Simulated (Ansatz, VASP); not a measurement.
# MgSiCO in two plane-wave programs, part 3 of 3

One calculation is typed for both programs; each brings its own data sets. How far apart do they land? The cell is generated by rule, not measured, and may not be a known phase. The cell is taken from a series of runs on this material, whose earlier steps may have relaxed, scaled, displaced or heated it; both programs get it as it stands.

VASP 6.6.1 and Ansatz 0.2.0.

So far: Set-up; VASP: zone-centre phonons, PBE.

The structure was built from a prototype and need not be the compound's stable phase.

**3. Ansatz: zone-centre phonons, PBE**

Level of this step: Ansatz beside VASP: Kohn-Sham DFT, plane waves, PBE (Ansatz).

Ansatz runs on its default PAW (the set named soft_2) files.

The same cell, functional, mesh and smearing now go to Ansatz, which takes its cutoff from its data sets.

input.yaml

```yaml
crystal:
  lattice:
    - [3.243695355, 0.0, 0.0]
    - [-1.6218476775, 2.8091225796, 0.0]
    - [0.0, 0.0, 10.7126345066]
  atoms:
    - { symbol: C, position: [0.3333333333, 0.6666666667, 0.1797329674] }
    - { symbol: C, position: [0.6666666667, 0.3333333333, 0.4135703993] }
    - { symbol: Mg, position: [0.3333333333, 0.6666666667, 0.5050103588] }
    - { symbol: Mg, position: [0.6666666667, 0.3333333333, 0.7501083336] }
    - { symbol: O, position: [0.3333333333, 0.6666666667, 0.6960118332] }
    - { symbol: O, position: [0.6666666667, 0.3333333333, 0.9523989526] }
    - { symbol: Si, position: [0.3333333333, 0.6666666667, 0.008125332] }
    - { symbol: Si, position: [0.6666666667, 0.3333333333, 0.245041823] }
kpoints:
  mp_grid: { grid: [12, 12, 4] }
hamiltonian:
  xc: pbe
scf:
  occupations: { method: methfessel_paxton, width: 0.2 }
output:
  eigenvalues: true
phonons:
  method: dfpt
```

On the command line:

```console
> ansatz run input.yaml --threads 8 --pin off --max-ram 14336MiB --backend cpu --events-out ev --progress --plain --runs-dir out
```

Numbers of over 12 decimals in the logs are rounded to 6 here.

Log:

```text
Engine: ansatz 0.2.0, aarch64-unknown-linux-gnu
Pseudopotentials: kind: paw
Pseudopotential: C, paw, valence charge 4, recommended cutoff 420 eV (normal), C.paw.azcp
Pseudopotential: Mg, paw, valence charge 10, recommended cutoff 420 eV (normal), Mg.paw.azcp
Pseudopotential: O, paw, valence charge 6, recommended cutoff 420 eV (normal), O.paw.azcp
Pseudopotential: Si, paw, valence charge 4, recommended cutoff 420 eV (normal), Si.paw.azcp
Functional definition: PBE
  parameter kappa = 0.804
  parameter beta = 0.066725
  exchange = pbe_x(kappa = kappa, mu = beta*pi^2/3)
  correlation = pbe_c(beta = beta)
Crystal: 8 atoms, lattice volume = 97.613 Å³
Basis set: ecut = 420 eV, 1931 PW (Γ), exchange–correlation on 48×48×144 points (8 copies of the dense FFT grid, shifted against one another)
Bands: 32, of which v1, the nominal top of the filled ones, is band 24 counted from 1 (23 counted from 0)
Symmetry: 6 space group operations
k-points: 164 of 576 (irreducible under 2 space group operations, time reversal used)
Non-local potential: C, projectors of the file, l = 0: 2, l = 1: 2, l = 2: 1
Non-local potential: Mg, projectors of the file, l = 0: 3, l = 1: 2, l = 2: 1
Non-local potential: O, projectors of the file, l = 0: 2, l = 1: 2, l = 2: 1
Non-local potential: Si, projectors of the file, l = 0: 2, l = 1: 2, l = 2: 2
PAW form: soft (Blöchl's): semilocal exchange-correlation on the pseudo side does not see the compensation charge
PAW one-centre angular grid: C, 110 points (default); XC on 64 Gauss nodes
PAW one-centre angular grid: Mg, 110 points (default); XC on 64 Gauss nodes
PAW one-centre angular grid: O, 110 points (default); XC on 64 Gauss nodes
PAW one-centre angular grid: Si, 110 points (default); XC on 64 Gauss nodes
Initial density: superposition of atomic densities (neutral atoms: chi_scale 0, normalization atom), corrected by the library's trained network
Initial wavefunctions: pseudopotential atomic-orbital guess
Functional: x = pbe(κ = 0.804, μ = 0.219515), c = pbe(β = 0.066725)
SCF iter   1: F=—  HF=-6756.134429 eV  |F-HF|=—  |Δ(HF+E_count)|=         —  Δρ=6.18e-3  dr2=1.52e-1  ethr=1.77e-3  ⟨swp⟩=6.3  Hψ=24315  notcnv=0
preconditioner: auto → Kerker (q_TF=auto, 2.424 Å⁻¹)  [metal: Δε(μ)=0.086 eV  Ē_g=10.731 eV  σ=0.200 eV  W_gap=0.34  n_scr=26 (ndim 8)  ℏωp=20.6 eV  f_vac=0.000  D(μ)=2.68/eV (n_scr^D=6)]
SCF iter   2: F=—  HF=-6756.126071 eV  |F-HF|=—  |Δ(HF+E_count)|=   8.36e-3  S|Δr|=    0.00e0  Δρ=3.24e-3  dr2=5.34e-2  ethr=3.16e-4  ⟨swp⟩=1.0  Hψ=6560  notcnv=0
SCF iter   3: F=—  HF=-6756.120859 eV  |F-HF|=—  |Δ(HF+E_count)|=   5.21e-3  S|Δr|=    0.00e0  Δρ=1.11e-3  dr2=1.34e-2  ethr=1.11e-4  ⟨swp⟩=1.0  Hψ=4943  notcnv=0
SCF iter   4: F=—  HF=-6756.118949 eV  |F-HF|=—  |Δ(HF+E_count)|=   1.91e-3  S|Δr|=    0.00e0  Δρ=7.52e-4  dr2=6.59e-3  ethr=2.80e-5  ⟨swp⟩=1.1  Hψ=4963  notcnv=0
SCF iter   5: F=—  HF=-6756.117697 eV  |F-HF|=—  |Δ(HF+E_count)|=   1.25e-3  S|Δr|=    0.00e0  Δρ=4.63e-4  dr2=2.45e-3  ethr=1.37e-5  ⟨swp⟩=1.2  Hψ=4973  notcnv=0
SCF iter   6: F=—  HF=-6756.117106 eV  |F-HF|=—  |Δ(HF+E_count)|=   5.91e-4  S|Δr|=    0.00e0  Δρ=2.24e-4  dr2=1.87e-4  ethr=5.10e-6  ⟨swp⟩=1.3  Hψ=6261  notcnv=0
SCF iter   7: F=—  HF=-6756.117084 eV  |F-HF|=—  |Δ(HF+E_count)|=   2.23e-5  S|Δr|=    0.00e0  Δρ=9.09e-5  dr2=2.34e-5  ethr=3.90e-7  ⟨swp⟩=2.3  Hψ=8336  notcnv=0
SCF iter   8: F=—  HF=-6756.117081 eV  |F-HF|=—  |Δ(HF+E_count)|=   2.89e-6  S|Δr|=    0.00e0  Δρ=2.65e-5  dr2=2.77e-6  ethr=4.88e-8  ⟨swp⟩=3.0  Hψ=8903  notcnv=0
SCF iter   9: F=—  HF=-6756.117080 eV  |F-HF|=—  |Δ(HF+E_count)|=   6.77e-7  S|Δr|=    0.00e0  Δρ=1.17e-5  dr2=4.56e-7  ethr=5.78e-9  ⟨swp⟩=2.9  Hψ=8691  notcnv=0
SCF iter  10: F=—  HF=-6756.117080 eV  |F-HF|=—  |Δ(HF+E_count)|=   7.41e-8  S|Δr|=    0.00e0  Δρ=4.84e-6  dr2=6.22e-8  ethr=9.49e-10  ⟨swp⟩=2.0  Hψ=8665  notcnv=0
SCF iter  11: F=—  HF=-6756.117080 eV  |F-HF|=—  |Δ(HF+E_count)|=   7.16e-9  S|Δr|=    0.00e0  Δρ=1.44e-6  dr2=4.24e-9  ethr=1.30e-10  ⟨swp⟩=2.6  Hψ=8257  notcnv=0
SCF iter  12: F=—  HF=-6756.117080 eV  |F-HF|=—  |Δ(HF+E_count)|=  8.19e-12  S|Δr|=    0.00e0  Δρ=5.72e-7  dr2=5.16e-10  ethr=8.83e-12  ⟨swp⟩=2.1  Hψ=8244  notcnv=0
SCF iter  13: F=—  HF=-6756.117080 eV  |F-HF|=—  |Δ(HF+E_count)|=  1.09e-11  S|Δr|=    0.00e0  Δρ=2.36e-7  dr2=6.55e-11  ethr=1.07e-12  ⟨swp⟩=2.0  Hψ=8503  notcnv=0
SCF iter  14: F=-6756.117080 eV  HF=-6756.117080 eV  |F-HF|=2.73e-12  |Δ(HF+E_count)|=  2.73e-12  S|Δr|=    0.00e0  Δρ=4.55e-8  dr2=4.56e-12  ethr=1.00e-12  ⟨swp⟩=10.3  Hψ=28318  notcnv=0
SCF 1 converged in 14 iterations: F = -6756.117080 eV  dr2 = 4.56e-12
  greatest PAW one-centre occupation: 1.000 electrons in one spin orbital (limit 2), on the Mg atom at site 2 (counted from 0), in its partial waves of l = 0
DFPT response loops at Γ: preconditioner auto → Kerker (q_TF=auto, 2.424 Å⁻¹) (partly filled bands, converged f_vac=0.000); β = 1.00, the filter's whole step (`scf.mixing.beta` (0.50) is not read by the response loops under this deck's `scf.mixing.preconditioner`; to damp them name `kerker` or `kerker_dos`, under which they read `scf.mixing.beta`, and type it under 1.00, their step now; both keys bind the ground state too); Broyden in place of MSR1
SCF converged after 14 iterations
Stability not checked: this state was not tested for a lower state beside it, because cold or Methfessel-Paxton smearing, or corrected tetrahedra, fill the levels in a way that the test cannot read (fill_not_monotonic; see scf.lower_state_search)
Free energy (F): -6756.117080 eV
Harris-Foulkes:  -6756.117080 eV  (|F-HF|=2.73e-12)
Internal energy: -6756.114672 eV  (E = F + TS)
E sigma→0 (E₀):  -6756.116478 eV
Entropy (-TS):   -0.002408 eV (-0.301 meV/atom)
Fermi energy:    8.434323 eV
Step filling:    the computed levels leave a gap of 0.0000 eV = 0.0 smearing widths at the electron count; against every level under it full and every level over it empty, smearing changes F+E_penalty+E_count by +2.455 meV and its σ→0 estimate by +3.057 meV
--- Per-component energies (eV) ---
  E_band       = -644.517140
  E_kinetic    = 764.511886
  E_local      = -4899.256822  (includes V_loc(G=0)·N_el)
  E_nonlocal   = 389.063168
  E_hartree    = 1860.196584
  E_xc         = -414.737122
  E_vxc        = -479.374219  (∫ρ·V_xc dr)
  E_paw        = -2121.241823  (= ΣΔE_a)
  E_vpaw       = -139.859157  (= ΣTr[D̂ρ^β])
  E_aug_tail   = 0.004826  (compensation charges beyond the density's cutoff)
  E_ewald      = -2334.655368
  E_smearing   = -0.002408  (= −TS)
  E_closure    = 0.000000  (closes the sum)
  Σ components = -6756.117080   (vs F -6756.117080, Δ=0.00e0)
--- Band table (eV; the first three rows and the last of 164) ---
  k-point 0: bands = [... 20 lower, 6.4793, 6.4904, 6.4904, 9.2674, 9.2674, 10.1849, 11.7333, 12.8414, ... 4 higher]
  k-point 1: bands = [... 20 lower, 6.4903, 6.4903, 6.7390, 9.2674, 9.2674, 10.0811, 11.6781, 12.8396, ... 4 higher]
  k-point 2: bands = [... 20 lower, 6.4902, 6.4902, 6.9409, 9.2675, 9.2675, 9.9749, 11.6386, 12.8379, ... 4 higher]
  k-point 163: bands = [... 20 lower, 3.7315, 5.6622, 6.2926, 7.3517, 9.8182, 10.1857, 11.9525, 12.4551, ... 4 higher]
--- Phonons (Γ-DFPT): 16 representative perturbations + reference, on 164 of 576 k-points (Σ response iterations 54) ---
  k mesh reduced under 2 symmetry operations, with k and −k counted as one. Each operation leaves every solved perturbation unchanged. A smaller set is not used because it would not reduce the number of displacements times k-points to solve
  ASR residual: 2.832e-3 → 0.000e0 eV/Å²; symmetrization residual: 1.212e-5 eV/Å²
  ASR residual per site (eV/Å²): 7.04e-5 1.44e-4 4.96e-4 2.83e-3 5.04e-4 1.72e-3 1.87e-4 2.51e-4
  Γ frequencies (cm⁻¹): -105.35 -105.35 0.00 0.00 0.00 105.64 105.64 139.27 139.27 190.15 190.15 221.05 313.25 423.32 434.19 501.98 505.46 505.46 536.00 536.00 562.92 562.92 789.58 888.25
  non-analytic LO–TO correction: not included (Born effective charges unavailable; polar crystals: no LO–TO splitting at Γ)
```

In the SCF lines HF is the Harris–Foulkes energy and dr2 the Hartree energy of the density residual, in eV; the loop may stop once dr2 is under the threshold and the program's other checks hold. Hψ counts applications of the Hamiltonian.

**4. Differences**

Known differences besides the potentials themselves: the data sets hold 48 valence electrons in Ansatz (on its default PAW (the set named soft_2) files) and 32 in VASP; the cutoff is 420 eV in Ansatz and 600 eV in VASP. Total energies have different zeros and are not compared.

Compared:

```csv
quantity,Ansatz,VASP,difference
"optical mode 1 to 2 (imaginary, printed as negative) (cm⁻¹)",-105.3,-88.4,-16.9
optical mode 3 to 4 (cm⁻¹),105.6,107.2,-1.44 %
optical mode 5 to 6 (cm⁻¹),139.3,139.8,-0.39 %
optical mode 7 to 8 (cm⁻¹),190.2,190.1,+0.01 %
optical mode 9 (cm⁻¹),221.1,221.5,-0.22 %
optical mode 10 (cm⁻¹),313.2,313.9,-0.20 %
optical mode 11 (cm⁻¹),423.3,424.1,-0.18 %
optical mode 12 (cm⁻¹),434.2,436.5,-0.53 %
optical mode 13 (cm⁻¹),502.0,502.3,-0.07 %
optical mode 14 to 15 (cm⁻¹),505.5,508.3,-0.57 %
optical mode 16 to 17 (cm⁻¹),536.0,539.0,-0.55 %
optical mode 18 to 19 (cm⁻¹),562.9,563.6,-0.13 %
optical mode 20 (cm⁻¹),789.6,790.6,-0.13 %
optical mode 21 (cm⁻¹),888.2,888.5,-0.03 %
```

Modes are paired by rising frequency, not by their patterns, so a pair may set unlike modes beside each other; they are those without the splitting of longitudinal modes.

**5. Results**

```yaml
r_m_s_difference_of_the_optical_zone_centre_modes_each_program_s_sorted_by_frequency_zone_centre_phonons_pbe: 5.4 cm⁻¹
difference_in_optical_mode_3_to_4_zone_centre_phonons_pbe: -1.4 %
```

In words: The r.m.s. difference of the optical zone-centre modes, each program's sorted by frequency is 5.4 cm⁻¹ (zone-centre phonons, PBE). The data sets hold unlike numbers of valence electrons (48 in Ansatz and 32 in VASP), so part of the differences comes from the potentials. Among the rows given in per cent, the largest difference of the zone-centre phonons, PBE pair is in optical mode 3 to 4, -1.4 %. What causes the difference of the zone-centre phonons, PBE pair stays open here. Such differences can come from data sets, numerical settings and the points named under the comparisons, not from the functional's error against experiment.

[Lines on the potential files, build, host, timing and source positions are cut from VASP's logs without a mark.]

[Logs are printed without paths, hosts, clocks, repeated set-up lines and the standing remarks that a program may print on its own settings, such as how far it seeks lower states.]

[Hosts, paths, dates, database ids (printed as entryN), source tags and the programs' standing remarks are cut or masked in the printed files.]
